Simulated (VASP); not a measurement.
Set up this calculation in VASP 6.6.1, as the native input.

- Task: single point
- Functional: PBE
- Potentials or basis: VASP PAW PBE potentials, release 64 (K_sv, Ta_pv, O)
- Cutoff: 520 eV
- k mesh: 8 × 8 × 8
- Occupations: gaussian, width 0.02 eV
- Spin: no spin polarisation
- Dipole correction: no
- Further INCAR settings: ALGO = Fast; EDIFF = 1e-07; NBANDS = 27

The structure of KTaO3 lies in POSCAR:

```
KTaO3
1.0
    4.0243806572      0.0000000000      0.0000000000
    0.0000000000      4.0243806572      0.0000000000
    0.0000000000      0.0000000000      4.0243806572
K Ta O
1 1 3
Direct
    0.5000000000      0.5000000000      0.5000000000
    0.0000000000      0.0000000000      0.0000000000
    0.5000000000      0.0000000000      0.0000000000
    0.0000000000      0.5000000000      0.0000000000
    0.0000000000      0.0000000000      0.5000000000
```

These files were run (other wordings do the same):

INCAR

```
ALGO = Fast ; EDIFF = 1E-7
ENCUT = 520 ; GGA = PE
ISIF = 2 ; ISMEAR = 0
LASPH = T ; LCHARG = F
LREAL = F ; LWAVE = F
NBANDS = 27 ; NELM = 100
PREC = Accurate ; SIGMA = 0.02
```

KPOINTS

```
k-points
0
Gamma
  8 8 8
```

Potentials or basis: VASP PAW PBE potentials, release 64 (K_sv, Ta_pv, O).

Run with:

```console
$ cat potpaw_PBE.64/K_sv/POTCAR potpaw_PBE.64/Ta_pv/POTCAR potpaw_PBE.64/O/POTCAR > POTCAR
$ mpirun -np 1 vasp_std > vasp.out
```

Results of the run:

- Pressure: 0.6 GPa
- Band gap on the k mesh: 2.12 eV, indirect (least direct gap 2.75 eV)

Caveat: spin-orbit coupling is left out, which moves the levels of the heavy elements.

Run time: 62 s on 1 thread of AMD EPYC 9R45 (Zen 5) (shared host), peak memory 0.17 GiB.
